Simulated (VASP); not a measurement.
Given:

```
Al3InSb4
1.0
    6.32792     0.00000     0.00000
    0.00000     6.32792     0.00000
    0.00000     0.00000     6.32792
In Sb Al
1 4 3
Direct
  0.00000   0.00000   0.00000
  0.25831   0.25831   0.25831
  0.74169   0.74169   0.25831
  0.74169   0.25831   0.74169
  0.25831   0.74169   0.74169
  0.50000   0.50000   0.00000
  0.50000   0.00000   0.50000
  0.00000   0.50000   0.50000
```

These are PBE GGA, VASP's PBE PAW potentials (set 64) (plane waves; VASP) values and carry that method's errors. Settings: 400 eV cut-off, 3×3×3 Γ-centred mesh, Gaussian smearing of 0.050 eV, potentials In_d Sb Al.

Unless said otherwise, spin-orbit coupling is left out, though it shifts the bands of the heavy elements here.

Problem. What does the run give for the energy per atom (σ→0), band gap (on the k-mesh) with the smallest direct gap where there is one?

Solution. 
```json
{
 "band gap (on the k-mesh)": "0.77 eV",
 "smallest direct gap (on the k-mesh)": "0.77 eV",
 "energy per atom (σ→0)": "-3.931 eV/atom"
}
```

Only differences to runs with the same potentials and settings are physical.

The structure was generated: Al3InSb4 was put into an ordered model structure (P-43m), which need not be its known phase. It was relaxed first, which changed the volume by +5 %.
